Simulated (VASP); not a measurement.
The input files of a VASP run:

File POSCAR:
```
Sc
1
    3.3579280000     0.0000000000     0.0000000000
    0.0000000000    10.8041550000     0.0000000000
    0.0000000000     0.0000000000    10.6205920000
Sc
12
Direct
  0.5833330000   0.0000000000   0.2309190000
  0.5833330000   0.5000000000   0.2309190000
  0.0833330000   0.2500000000   0.3206130000
  0.0833330000   0.7500000000   0.1412350000
  0.0833330000   0.0000000000   0.5000000000
  0.0833330000   0.5000000000   0.5000000000
  0.5833330000   0.2500000000   0.5896940000
  0.5833330000   0.7500000000   0.4103060000
  0.5833330000   0.0000000000   0.7690710000
  0.5833330000   0.5000000000   0.7690710000
  0.0833330000   0.2500000000   0.8587650000
  0.0833330000   0.7500000000   0.6793870000
```

### KPOINTS
```
Automatic mesh
0
Gamma
8 3 1
0 0 0
```

INCAR:
```
SYSTEM = Sc
PREC = Accurate
ENCUT = 300
EDIFF = 1E-6
NELM = 100
ALGO = Normal
LREAL = .FALSE.
LASPH = .TRUE.
ISMEAR = 1
SIGMA = 0.136
LMAXMIX = 4
LWAVE = .FALSE.
LCHARG = .FALSE.
ISIF = 2
```

POTCAR, in this order: Sc_sv (LDA.64 set). Program: vasp_std.

Write an equivalent input for Quantum ESPRESSO's pw.x.

One equivalent input (not run):
```
&CONTROL
  calculation = 'scf'
  pseudo_dir = './pseudo'
  outdir = './out'
  tprnfor = .true.
  tstress = .true.
/
&SYSTEM
  ibrav = 0
  nat = 12
  ntyp = 1
  ecutwfc = 78
  occupations = 'smearing'
  smearing = 'methfessel-paxton'
  degauss = 0.009996
  input_dft = 'pz'
/
&ELECTRONS
  conv_thr = 7.3e-08
  electron_maxstep = 100
/
ATOMIC_SPECIES
  Sc 44.956 Sc.upf
CELL_PARAMETERS angstrom
     3.3579280    0.0000000    0.0000000
     0.0000000   10.8041550    0.0000000
     0.0000000    0.0000000   10.6205920
ATOMIC_POSITIONS crystal
  Sc   0.5833330  0.0000000  0.2309190
  Sc   0.5833330  0.5000000  0.2309190
  Sc   0.0833330  0.2500000  0.3206130
  Sc   0.0833330  0.7500000  0.1412350
  Sc   0.0833330  0.0000000  0.5000000
  Sc   0.0833330  0.5000000  0.5000000
  Sc   0.5833330  0.2500000  0.5896940
  Sc   0.5833330  0.7500000  0.4103060
  Sc   0.5833330  0.0000000  0.7690710
  Sc   0.5833330  0.5000000  0.7690710
  Sc   0.0833330  0.2500000  0.8587650
  Sc   0.0833330  0.7500000  0.6793870
K_POINTS automatic
  8 3 1 0 0 0
```
What does not carry over: the potentials are each code's own (VASP's PAW set, PseudoDojo norm-conserving files in pw.x), so ENCUT and ecutwfc are chosen apart and not converted; conv_thr bounds pw.x's estimated SCF error, while EDIFF bounds the energy change between steps.

The cell is a sheet with vacuum, built from a generated structure.
